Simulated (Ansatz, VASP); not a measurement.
**Two plane-wave programs on AgRh**

```xyz
2
Lattice="2.7590 0.0000 0.0000 -1.3795 2.3894 0.0000 0.0000 0.0000 4.7763" Properties=species:S:1:pos:R:3 pbc="T T T"
Ag    0.0000    0.0000    2.3882
Rh    1.3795    0.7965    0.0000
```

The cell comes from a database or a generator and needn't be the stable form of this composition.

Alike in both runs: task single point; functional PBE; k mesh 10 × 10 × 5; occupations fermi-dirac, width 0.15 eV; no spin polarisation.

|  | VASP | Ansatz |
| --- | --- | --- |
| version | VASP 6.6.1 | Ansatz 0.2.0 |
| potentials or method | VASP PAW PBE potentials, release 64 (Ag, Rh_pv) | plane waves, PAW |
| plane-wave cutoff (eV) | 520 | 490 |
| valence electrons in the cell | 26 | 36 |

VASP gave:

| Item | Value |
| --- | --- |
| pressure (GPa) | 1.3 |
| largest component of the traceless stress (GPa) | 1.20 |

Which values does Ansatz return?

Pressure (GPa): 1.4; largest component of the traceless stress (GPa): 1.23.

The two sets of potentials don't hold the same shells in valence. Ansatz warned: «near_symmetry_operations_not_taken».
